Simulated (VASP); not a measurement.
A VASP calculation is set up with these files.

File POSCAR:
```
Ca
1
    0.0000000000     2.7381501741     2.7381501741
    2.7381501741     0.0000000000     2.7381501741
    2.7381501741     2.7381501741     0.0000000000
Ca
1
Direct
  0.0000000000   0.0000000000   0.0000000000
```

### INCAR
```
# general
SYSTEM  =Ca
PREC    =Accurate
ENCUT   =520
LREAL   =.FALSE.
LASPH   =.TRUE.

# electronic loop
EDIFF   =1E-7
NELM    =100
ALGO    =Normal

# smearing
ISMEAR  =-5

# functional
GGA     =CX
LUSE_VDW=.TRUE.
AGGAC   =0.0

# ions
ISIF    =2

# output
LWAVE   =.FALSE.
LCHARG  =.TRUE.
LORBIT  =11
NEDOS   =601
```

### KPOINTS
```
kpoints
0
Gamma
  13 13 13
0 0 0
```

POTCAR, in this order: Ca_sv (PBE.64 set). Program: vasp_std.

Translate this vdW-DF-cx calculation to Quantum ESPRESSO's pw.x.

One equivalent input (not run):
```
&CONTROL
  calculation = 'scf'
  pseudo_dir = './pseudo'
  outdir = './out'
  tprnfor = .true.
  tstress = .true.
/
&SYSTEM
  ibrav = 0
  nat = 1
  ntyp = 1
  ecutwfc = 68
  occupations = 'tetrahedra'
  input_dft = 'vdw-df-cx'
/
&ELECTRONS
  conv_thr = 7.3e-09
  electron_maxstep = 100
/
ATOMIC_SPECIES
  Ca 40.078 Ca.upf
CELL_PARAMETERS angstrom
     0.0000000    2.7381502    2.7381502
     2.7381502    0.0000000    2.7381502
     2.7381502    2.7381502    0.0000000
ATOMIC_POSITIONS crystal
  Ca   0.0000000  0.0000000  0.0000000
K_POINTS automatic
  13 13 13 0 0 0
```
What does not carry over: the potentials are each code's own (VASP's PAW set, PseudoDojo norm-conserving files in pw.x), so ENCUT and ecutwfc are chosen apart and not converted; conv_thr bounds pw.x's estimated SCF error, while EDIFF bounds the energy change between steps.

The compound is Ca in the fcc structure. It was relaxed first, which changed the volume by -5 %.
